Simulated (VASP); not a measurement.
Consider the following.

```
CELL_PARAMETERS angstrom
      0.00000     3.00000     3.00000
      3.00000     0.00000     3.00000
      3.00000     3.00000     0.00000
ATOMIC_POSITIONS crystal
  Al 0.25000 0.25000 0.25000
  Al 0.75000 0.75000 0.75000
  Au 0.00000 0.00000 0.00000
```

Level of theory: revTPSS meta-GGA, VASP's PBE PAW potentials (set 64) (plane waves; VASP 6.6.1). Settings: 520 eV cut-off, 10×10×10 Γ-centred mesh, tetrahedra with Blöchl corrections, potentials Al Au.

Task: Give the energies of bands 2 to 11 at the high-symmetry points, in eV from the Fermi level.

Result: 
```csv
band,Γ,X,U,L,W
2,-6.62,-7.13,-6.80,-6.48,-7.05
3,-6.62,-6.21,-6.64,-6.39,-6.41
4,-6.62,-5.82,-5.93,-6.39,-6.24
5,-5.71,-5.82,-5.61,-5.58,-5.82
6,-5.71,-5.40,-5.58,-5.58,-5.23
7,2.43,-5.02,-4.61,-5.46,-4.02
8,2.95,-2.10,-3.41,0.41,-4.02
9,2.95,-2.10,-1.35,0.41,-2.23
10,2.95,1.34,1.81,3.21,4.19
11,3.96,1.91,4.35,3.73,4.19
```

It has no gap at this level: it comes out as a metal or semimetal.

The compound is AuAl2 in the fluorite structure. The cell was not relaxed at this level. The electron count is odd and the run is not spin-polarised, which forces a metal.
